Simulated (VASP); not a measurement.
A run of VASP 6.6.1 is set up as follows.

Contents of INCAR:

```
PREC = Accurate
ENCUT = 520
EDIFF = 1E-6
ISMEAR = -1
SIGMA = 0.02
LREAL = Auto
LASPH = True
NELM = 100
ALGO = Normal
ISIF = 2
LWAVE = False
LCHARG = False
GGA = PE
NBANDS = 56
```

The input KPOINTS:

```
regular mesh
0
Gamma
  1 1 1
```

File POSCAR:

```
H2ClF
1.0
    8.2056080000      0.0000000000      0.0000000000
    0.0000000000      8.2056080000      0.0000000000
    0.0000000000      0.0000000000      8.2056080000
F H Cl
5 10 5
Direct
    0.7452951689      0.7212018902      0.6425605513
    0.5757403961      0.1128740247      0.9015054095
    0.3927801572      0.5184990558     -0.0626400871
    0.7083082692      0.2239809652      0.5192058894
    0.7165343507     -0.0606780144      0.4149235498
    0.7266981313      0.8055710192      0.5737905101
    0.5191327687      0.2130859773      0.8906713555
    0.4822921105      0.6081328769     -0.0497342793
    0.6929651039      0.3220358565      0.5740586194
    0.6966577004      0.0328555788      0.4919684196
    0.1661424723      0.4455976937      0.9942712350
    0.6707851508      0.7596633912      0.8219744350
    0.1181509036      0.1697132010      0.3520397270
    0.2684383656      0.9588320573     -0.0670029570
    0.9259886653      0.6077063394      0.1924049991
    0.0281149185      0.4129980374      0.9094146345
    0.6330182968      0.7425653285      0.9792692997
    0.2655257234      0.2464046540      0.3614479268
    0.2038849528      0.9046496006      0.0640659412
    0.8927309226      0.5629808297      0.3494683148
```

Potentials or basis: VASP PAW PBE potentials, release 64 (F, H, Cl).

Command:

```bash
$ cat potpaw_PBE.64/F/POTCAR potpaw_PBE.64/H/POTCAR potpaw_PBE.64/Cl/POTCAR > POTCAR
$ mpirun -np 1 vasp_gam > vasp.out
```

Problem. Predict the largest force.

Solution. 3.457 eV/Å.

Problem. Predict the band gap on the k mesh.

Solution. 4.83 eV, direct.

Problem. What does it give for the pressure?

Solution. -0.5 GPa.

Stress tensor (GPa, compression positive):
```
-0.96 -0.40 -0.06
-0.40  0.24 -0.38
-0.06 -0.38 -0.70
```

A hybrid or GW would open this gap; PBE tends to underestimate it.
